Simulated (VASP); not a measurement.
Wanted: the native input for a VASP 6.6.1 run.

| Quantity | Value |
| --- | --- |
| Task | relaxation of cell and atoms |
| Functional | PBE |
| Potentials or basis | VASP PAW PBE potentials, release 64 (K_sv, Zr_sv) |
| Cutoff | 600 eV |
| k mesh | 6 × 6 × 6 |
| Occupations | gaussian, width 0.1 eV |
| Spin | no spin polarisation |
| Dipole correction | no |
| Further INCAR settings | ALGO = Normal; EDIFF = 1e-06; IBRION = 2; EDIFFG = -0.04; NSW = 90; ISIF = 3 |

The structure of KZr2 lies in POSCAR:

```
KZr2
1.0
    0.0000000000      3.2127327600      3.2127327600
    3.2127327600      0.0000000000      3.2127327600
    3.2127327600      3.2127327600      0.0000000000
K Zr
1 2
Direct
    0.0000000000      0.0000000000      0.0000000000
    0.2500000000      0.2500000000      0.2500000000
    0.7500000000      0.7500000000      0.7500000000
```

The cell was built by a generator and needn't be a form met in nature.

The cell isn't the ideal one: species swapped into the CeH2 type (Fm-3m, No. 225).

The input as run:

INCAR

```
PREC = Accurate
ENCUT = 600
EDIFF = 1E-6
ISMEAR = 0
SIGMA = 0.1
LREAL = False
LASPH = True
NELM = 60
ALGO = Normal
ISIF = 3
LWAVE = False
LCHARG = False
GGA = PE
IBRION = 2
NSW = 90
EDIFFG = -0.04
```

KPOINTS

```
Automatic mesh
0
Gamma
  6 6 6
```

Potentials or basis: VASP PAW PBE potentials, release 64 (K_sv, Zr_sv).

Command:

```sh
$ cat potpaw_PBE.64/K_sv/POTCAR potpaw_PBE.64/Zr_sv/POTCAR > POTCAR
$ mpirun -np 1 vasp_std > vasp.out
```

It gave:

The relaxed volume is 30.64 Å³/atom and the relaxed cell is a = 5.066 Å, b = 5.066 Å, c = 5.066 Å, α = 60.00°, β = 60.00°, γ = 60.00°. The space group after relaxing (to 0.05 Å) is Fm-3m (No. 225) and the energy gained by relaxing is 353.4 meV/atom. The ionic steps are 3, the pressure after relaxing is 0.0 GPa and the band gap on the k mesh is none (metal or under the smearing width).

Caveat: the volume moved by over 15 % at a fixed basis, so the end points are rough.

Wall time 75 s on 1 thread of Intel(R) Xeon(R) Platinum 8375C CPU @ 2.90GHz (Ice Lake), with other jobs on the host, peak memory 0.22 GiB.
